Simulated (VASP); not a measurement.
**CrN: relaxation of the atoms with PBE**

The system is CrN, a sheet with vacuum.

```
Cr N
1.0
     2.72412    0.00000    0.00000
     0.00000    2.72412    0.00000
     0.00000    0.00000   23.80000
Cr N
1 1
Cartesian
  1.3621 1.3621 7.0001
  0.0000 0.0000 7.0001
```

The cell was built by a generator and needn't be a form met in nature.

- Program: VASP 6.6.1
- Task: relaxation of the atoms
- Functional: PBE
- Potentials or basis: VASP PAW PBE potentials, release 54 (Cr_pv, N)
- Cutoff: 900 eV
- k mesh: 7 × 7 × 1
- Occupations: fermi-dirac, width 0.05 eV
- Spin: collinear spin, ferromagnetic start
- Starting moments: [3.0, 0.0] μB
- Dipole correction: yes
- Atoms held fixed (from 0): [0]
- Further INCAR settings: ALGO = Normal; EDIFF = 1e-06; IBRION = 2; EDIFFG = -0.005; NSW = 60

| Quantity | Value |
| --- | --- |
| Band gap on the k mesh | none (metal or under the smearing width) |
| Net moment | 2.46 μB per cell |
| Site moments | Cr +2.37; N -0.12 μB |
| Valence electrons inside the program's atomic spheres | Cr 10.93; N 3.70 |

Final structure:
```cif
data_structure
_symmetry_space_group_name_H-M 'P 1'
_symmetry_Int_Tables_number 1
_cell_length_a 2.7241
_cell_length_b 2.7241
_cell_length_c 23.8000
_cell_angle_alpha 90.000
_cell_angle_beta 90.000
_cell_angle_gamma 90.000
_cell_volume 176.62
loop_
_atom_site_label
_atom_site_type_symbol
_atom_site_fract_x
_atom_site_fract_y
_atom_site_fract_z
_atom_site_occupancy
Cr1 Cr 0.50000 0.50000 0.29412 1
N1 N 0.00000 0.00000 0.29412 1
```

Levels at points of the mesh, in eV from the Fermi level:
Spin up:
```tsv
k point	band 7	band 8	band 9	band 10	band 11	band 12	band 13	band 14
(0.00, 0.00, 0.00)	-2.38	-1.80	-1.80	-1.14	-1.14	-1.04	2.80	2.87
```
Spin down:
```tsv
k point	band 5	band 6	band 7	band 8	band 9	band 10
(0.00, 0.00, 0.00)	-4.45	-2.24	-1.85	-1.85	-0.30	0.55
```

Wall time 3.6 min on 1 thread of Intel(R) Xeon(R) 6975P-C (Granite Rapids), on a shared host, peak memory 0.65 GiB.

Caveat: the relaxation stopped at its first step, so nothing moved; only a ferromagnetic start was run, and an antiferromagnetic order may lie lower in energy. With open d or f shells a metallic result of PBE can be an artefact of self-interaction; +U or a hybrid may open a gap.
